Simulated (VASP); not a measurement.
Output of a VASP run:

File OUTCAR:
```
 ion  position               nearest neighbor table
   1  0.000  0.000  0.500-   2 2.58   2 2.58   4 2.62   3 2.62   4 2.62   3 2.62   4 2.62   3 2.62
  LATTYP: Found a hexagonal cell.
 ALAT       =     3.9510060966
 C/A-ratio  =     1.3036663024
 Subroutine PRICEL returns:
 Original cell was already a primitive cell.
 Subroutine GETGRP returns: Found 24 space group operations
The static configuration has the point symmetry D_3d.
 The point group associated with its full space group is D_6h.
The dynamic configuration has the point symmetry D_3d.
 Subroutine INISYM returns: Found 24 space group operations
 Subroutine IBZKPT returns following result:
 Found     56 irreducible k-points:

 Following reciprocal coordinates:
            Coordinates               Weight
  0.000000  0.000000  0.000000      1.000000
  0.100000 -0.000000  0.000000      6.000000
  0.200000 -0.000000  0.000000      6.000000
  0.300000 -0.000000  0.000000      6.000000
  0.400000 -0.000000  0.000000      6.000000
  0.500000 -0.000000  0.000000      3.000000
  0.100000  0.100000  0.000000      6.000000
  0.200000  0.100000  0.000000     12.000000
  0.300000  0.100000  0.000000     12.000000
  0.400000  0.100000  0.000000     12.000000
  0.200000  0.200000  0.000000      6.000000
  0.300000  0.200000  0.000000     12.000000
  0.400000  0.200000  0.000000      6.000000
  0.300000  0.300000  0.000000      6.000000
  0.000000  0.000000  0.142857      2.000000
  0.100000 -0.000000  0.142857     12.000000
  0.200000 -0.000000  0.142857     12.000000
  0.300000 -0.000000  0.142857     12.000000
  0.400000 -0.000000  0.142857     12.000000
  0.500000 -0.000000  0.142857      6.000000
  0.100000  0.100000  0.142857     12.000000
  0.200000  0.100000  0.142857     24.000000
  0.300000  0.100000  0.142857     24.000000
  0.400000  0.100000  0.142857     24.000000
  0.200000  0.200000  0.142857     12.000000
  0.300000  0.200000  0.142857     24.000000
  0.400000  0.200000  0.142857     12.000000
  0.300000  0.300000  0.142857     12.000000
  0.000000  0.000000  0.285714      2.000000
  0.100000 -0.000000  0.285714     12.000000
  0.200000 -0.000000  0.285714     12.000000
  0.300000 -0.000000  0.285714     12.000000
  0.400000 -0.000000  0.285714     12.000000
  0.500000 -0.000000  0.285714      6.000000
  0.100000  0.100000  0.285714     12.000000
  0.200000  0.100000  0.285714     24.000000
  0.300000  0.100000  0.285714     24.000000
  0.400000  0.100000  0.285714     24.000000
  0.200000  0.200000  0.285714     12.000000
  0.300000  0.200000  0.285714     24.000000
   k-points           NKPTS =     56   k-points in BZ     NKDIM =     56   number of bands    NBANDS=     19
   number of dos      NEDOS =    601   number of ions     NIONS =      4
   total plane-waves  NPLWV =  36000
   dimension x,y,z NGX =    30 NGY =   30 NGZ =   40
   dimension x,y,z NGXF=    60 NGYF=   60 NGZF=   80
   ions per type =               2   2
   PREC   = accura    normal or accurate (medium, high low for compatibility)
   ISTART =      0    job   : 0-new  1-cont  2-samecut
   ICHARG =      2    charge: 1-file 2-atom 10-const
   ISPIN  =      1    spin polarized calculation?
   LNONCOLLINEAR =      F non collinear calculations
   LSORBIT =      F    spin-orbit coupling
   INIWAV =      1    electr: 0-lowe 1-rand  2-diag
   ENCUT  =  520.0 eV  38.22 Ry    6.18 a.u.   7.35  7.35  9.58*2*pi/ulx,y,z
   NELM   =    100;   NELMIN=  2; NELMDL= -5     # of ELM steps
   EDIFF  = 0.1E-06   stopping-criterion for ELM
   LREAL  =      F    real-space projection
   NLSPLINE    = F    spline interpolate recip. space projectors
   LMAXMIX     =    4 max onsite mixed and CHGCAR
   VOSKOWN=      0    Vosko Wilk Nusair interpolation
   EDIFFG = 0.1E-05   stopping-criterion for IOM
   NSW    =      0    number of steps for IOM
   NBLOCK =      1;   KBLOCK =      1    inner block; outer block
...
```

File OSZICAR:
```
       N       E                     dE             d eps       ncg     rms          rms(c)
DAV:   1     0.176308551714E+03    0.17631E+03   -0.12613E+04  2128   0.161E+03
DAV:   2    -0.437884034964E+01   -0.18069E+03   -0.17590E+03  2140   0.320E+02
DAV:   3    -0.133950043528E+02   -0.90162E+01   -0.86989E+01  2447   0.880E+01
DAV:   4    -0.136580233646E+02   -0.26302E+00   -0.26168E+00  2419   0.140E+01
DAV:   5    -0.136664652031E+02   -0.84418E-02   -0.84390E-02  2585   0.265E+00    0.127E+01
DAV:   6    -0.160926656533E+02   -0.24262E+01   -0.32479E+01  2338   0.104E+02    0.165E+01
DAV:   7    -0.123395596826E+02    0.37531E+01   -0.12109E+01  2333   0.733E+01    0.356E+00
DAV:   8    -0.123896658553E+02   -0.50106E-01   -0.13913E+00  2905   0.102E+01    0.247E+00
DAV:   9    -0.123355453845E+02    0.54120E-01   -0.21691E-01  2404   0.825E+00    0.588E-01
DAV:  10    -0.123359734178E+02   -0.42803E-03   -0.74716E-03  2301   0.775E-01    0.457E-01
DAV:  11    -0.123354809497E+02    0.49247E-03   -0.68268E-04  2591   0.215E-01    0.137E-01
DAV:  12    -0.123353556157E+02    0.12533E-03   -0.62667E-04  3039   0.405E-01    0.368E-02
DAV:  13    -0.123353635892E+02   -0.79735E-05   -0.66578E-05  2272   0.642E-02    0.288E-02
DAV:  14    -0.123353619870E+02    0.16022E-05   -0.20423E-06  2510   0.134E-02    0.538E-03
DAV:  15    -0.123353605040E+02    0.14830E-05   -0.31076E-07  1783   0.761E-03    0.242E-03
DAV:  16    -0.123353597472E+02    0.75683E-06   -0.20409E-07  1394   0.503E-03    0.534E-04
DAV:  17    -0.123353596187E+02    0.12845E-06   -0.77766E-08  1157   0.219E-03    0.433E-04
DAV:  18    -0.123353595068E+02    0.11196E-06   -0.12086E-08  1160   0.134E-03    0.272E-04
DAV:  19    -0.123353595777E+02   -0.70882E-07   -0.33800E-09  1148   0.106E-03
   1 F= -.12335360E+02 E0= -.12335360E+02  d E =0.000000E+00
```

### OUTCAR
```
------------------------ aborting loop because EDIFF is reached ----------------------------------------
  FORCE on cell =-STRESS in cart. coord.  units (eV):
  Direction    XX          YY          ZZ          XY          YZ          ZX
  --------------------------------------------------------------------------------------
  Total       -0.0742677     -0.0742677     -0.1341839      0.0000000      0.0000000      0.0000000
  in kB       -1.7087956     -1.7087958     -3.0873849      0.0000000      0.0000000      0.0000000
  external PRESSURE =      -2.1683254 kB  Pullay stress =       0.0000000 kB
  volume of cell :       69.63
      direct lattice vectors                 reciprocal lattice vectors
     1.975502977 -3.421671692  0.000000000     0.253100100 -0.146127404  0.000000000
     1.975502977  3.421671692  0.000000000     0.253100100  0.146127404  0.000000000
     0.000000000  0.000000000  5.150793509     0.000000000  0.000000000  0.194144844
 POSITION                                       TOTAL-FORCE (eV/Angst)
 -----------------------------------------------------------------------------------
      0.00000      0.00000      2.57540         0.000000     -0.000000     -0.000000
      0.00000      0.00000      0.00000         0.000000     -0.000000     -0.000000
      1.97550      1.14056      1.28770         0.000000     -0.000000      0.000000
      1.97550     -1.14056      3.86310        -0.000000      0.000000     -0.000000
 -----------------------------------------------------------------------------------
    total drift:                                0.000000      0.000000      0.000000
  FREE ENERGIE OF THE ION-ELECTRON SYSTEM (eV)
  ---------------------------------------------------
  free  energy   TOTEN  =       -12.3353595777 eV

  energy  without entropy=      -12.3353595777  energy(sigma->0) =      -12.33535958

 total charge

# of ion       s       p       d       tot
------------------------------------------
    1        0.447   0.468   8.475   9.390
    2        0.447   0.468   8.475   9.390
    3        1.142   1.218   0.072   2.432
    4        1.142   1.218   0.072   2.432
--------------------------------------------------
tot          3.178   3.372  17.094  23.643

 Electric field gradients after diagonalization (V/A^2)
 (convention: |V_zz| > |V_xx| > |V_yy|)
----------------------------------------------------------------------
 ion       V_xx      V_yy      V_zz     asymmetry (V_yy - V_xx)/ V_zz
----------------------------------------------------------------------
   1      10.452    10.447   -20.899       0.000
   2      10.452    10.447   -20.899       0.000
   3     -38.447   -38.447    76.893       0.000
   4     -38.447   -38.447    76.893       0.000
```
(Selected blocks of OUTCAR.)

**POSCAR**
```
NiSb
1
    1.9755029765    -3.4216716916     0.0000000000
    1.9755029765     3.4216716916     0.0000000000
    0.0000000000    -0.0000000000     5.1507935086
Ni Sb
2 2
Direct
  0.0000000000   0.0000000000   0.5000000000
  0.0000000000   0.0000000000   0.0000000000
  0.3333330000   0.6666670000   0.2500000000
  0.6666670000   0.3333330000   0.7500000000
```

Task: Reconstruct the remaining input files.

Result: This is not unique; one that fits is the input of the run itself, rev-vdW-DF2, plane waves, VASP's PBE PAW potentials (set 64).

### KPOINTS
```
Automatic mesh
0
Gamma
10 10 7
0 0 0
```

**INCAR**
```
! general
SYSTEM   = NiSb
PREC     = Accurate
ENCUT    = 520   ! plane-wave cut-off (eV)
LREAL    = .False.   ! projection in real space or not
LASPH    = .True.   ! aspherical one-centre terms

! electronic loop
EDIFF    = 1E-7   ! SCF stop (eV)
NELM     = 100   ! most electronic steps
ALGO     = Normal   ! blocked Davidson
LMAXMIX  = 4   ! l cut-off of mixed one-centre charges

! smearing
ISMEAR   = -5   ! tetrahedra, Bloechl

! functional
GGA      = MK
LUSE_VDW = .True.
AGGAC    = 0.0
PARAM1   = 0.1234568
PARAM2   = 0.7114
ZAB_VDW  = -1.8867

! ions
ISIF     = 2   ! forces and stress, cell fixed

! output
LWAVE    = .False.
LCHARG   = .True.
LORBIT   = 11   ! lm-projected
NEDOS    = 601   ! DOS grid

! other
LEFG     = .True.
```

POTCAR, in this order: Ni Sb (PBE.64 set). Program: vasp_std.

For a metal the tetrahedron method with Blöchl corrections gives inexact stress and forces.

The compound is NiSb in the NiAs type structure. It was relaxed first. The run is not spin-polarised, so no magnetic state was tried.
